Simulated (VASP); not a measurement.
Data:

```
Ga31As31Si
1.0
   11.52221     0.00000     0.00000
    0.00000    11.52221     0.00000
    0.00000     0.00000    11.52221
Ga As Si
31 31 1
Direct
  0.50382   0.00548   0.00551
  0.74667   0.24635   0.00254
  0.74638   0.00275   0.24634
  0.00167   0.00089   0.00112
  0.25556   0.25379   0.00541
  0.49629   0.49642   0.00269
  0.74976   0.75011   0.99907
  0.25555   0.00538   0.25387
  0.74658   0.49651   0.24471
  0.49638   0.00248   0.49651
  0.74655   0.24492   0.49636
  0.74987   0.99934   0.74991
  0.00002   0.49956   0.99911
  0.25101   0.75148   0.00097
  0.00068   0.25016   0.25032
  0.25252   0.49653   0.24629
  0.50037   0.75047   0.25025
  0.99993   0.99920   0.49977
  0.25273   0.24620   0.49657
  0.49499   0.49637   0.49639
  0.74883   0.74971   0.49873
  0.25104   0.00089   0.75155
  0.50043   0.25016   0.75063
  0.74884   0.49865   0.74981
  0.99942   0.74940   0.24945
  0.99991   0.49863   0.49870
  0.24929   0.74994   0.49967
  0.99954   0.24946   0.74946
  0.24939   0.49960   0.74974
  0.49951   0.74937   0.74952
  0.00004   0.74998   0.75002
  0.61791   0.13534   0.13509
  0.87524   0.37314   0.12240
  0.87510   0.12228   0.37306
  0.12680   0.12556   0.12556
  0.38510   0.36790   0.13519
  0.62320   0.62517   0.12227
  0.87473   0.87505   0.12408
  0.38519   0.13495   0.36802
  0.87298   0.62279   0.37409
  0.62328   0.12243   0.62510
  0.87295   0.37405   0.62284
  0.87492   0.12400   0.87510
  0.12498   0.62475   0.12399
  0.37559   0.87656   0.12551
  0.12584   0.37457   0.37469
  0.37244   0.62509   0.37318
  0.62470   0.87568   0.37467
  0.12505   0.12394   0.62485
  0.37253   0.37302   0.62510
  0.62413   0.62284   0.62298
  0.87450   0.87390   0.62449
  0.37557   0.12548   0.87662
  0.62467   0.37468   0.87580
  0.87454   0.62447   0.87398
  0.12519   0.87518   0.37451
  0.12402   0.62448   0.62449
  0.37411   0.87498   0.62480
  0.12533   0.37451   0.87512
  0.37406   0.62470   0.87502
  0.62452   0.87530   0.87514
  0.12507   0.87499   0.87506
  0.63571   0.38557   0.38549
```
Cell charge -1.

Calculation: PBE GGA, VASP's PBE PAW potentials (set 64) (plane waves; VASP). Run with PREC = Normal, LREAL = Auto, ISYM = 0, NELECT = 253.0, 400 eV cut-off, 1×1×1 Γ-centred mesh, Gaussian smearing of 0.050 eV, potentials Ga As Si. Starting moments (MAGMOM): 63*0.0476. The cell's moment is fixed (NUPDOWN = 3).

The cell is charged, with a uniform compensating background.  The supercell is sampled at Γ alone, which is coarse: total energies, pressure and levels can be off, energies of defects by several tenths of an eV.

Question: Estimate the cell moment, energy per atom (σ→0), pressure.

Answer: 
| Item | Result |
|---|---|
| cell moment | 3.00 μB |
| energy per atom (σ→0) | -3.984 eV/atom |
| pressure | 1.21 GPa |

Question: Give the moment on each site (PAW-sphere projection).

Answer: 
```tsv
site	moment (μB)
Ga1	0.01
Ga2	0.03
Ga3	0.03
Ga4	0.02
Ga5	0.01
Ga6	0.03
Ga7	0.02
Ga8	0.01
Ga9	0.03
Ga10	0.03
Ga11	0.03
Ga12	0.02
Ga13	0.02
Ga14	0.02
Ga15	0.03
Ga16	0.03
Ga17	0.03
Ga18	0.02
Ga19	0.03
Ga20	0.03
Ga21	0.02
Ga22	0.02
Ga23	0.03
Ga24	0.02
Ga25	0.01
Ga26	0.02
Ga27	0.02
Ga28	0.01
Ga29	0.02
Ga30	0.01
Ga31	0.03
As32	0.12
As33	0.03
As34	0.03
As35	0.02
As36	0.12
As37	0.03
As38	0.04
As39	0.12
As40	0.03
As41	0.03
As42	0.03
As43	0.04
As44	0.04
As45	0.02
As46	0.03
As47	0.03
As48	0.03
As49	0.04
As50	0.03
As51	0.03
As52	0.04
As53	0.02
As54	0.03
As55	0.04
As56	0.04
As57	0.04
As58	0.04
As59	0.04
As60	0.04
As61	0.04
As62	0.04
Si63	0.04
```

The absolute energy has meaning only against runs of the same code, potentials and settings.

The cell is a supercell with a defect, built from GaAs (zinc blende): Si_As-vac_Ga, charge -1.
